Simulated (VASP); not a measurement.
Data:

```
CELL_PARAMETERS angstrom
      0.00000     2.64932     2.64932
      2.64932     0.00000     2.64932
      2.64932     2.64932     0.00000
ATOMIC_POSITIONS crystal
  Cu 0.00000 0.00000 0.00000
  Cl 0.25000 0.25000 0.25000
```

Computed with PBEsol GGA, VASP's PBE PAW potentials (set 64) (plane waves; VASP). Settings: 520 eV cut-off, 8×8×8 Γ-centred mesh, Gaussian smearing of 0.050 eV, potentials Cu Cl.

What does the run give for the energy per atom (σ→0), band gap (on the k-mesh) with the smallest direct gap where there is one?

```yaml
band gap (on the k-mesh): 0.55 eV
smallest direct gap (on the k-mesh): 0.55 eV
energy per atom (σ→0): -3.531 eV/atom
```

The compound is CuCl in the zinc blende structure. It was relaxed first, which changed the volume by -6 %. The start is the result of an earlier pass.
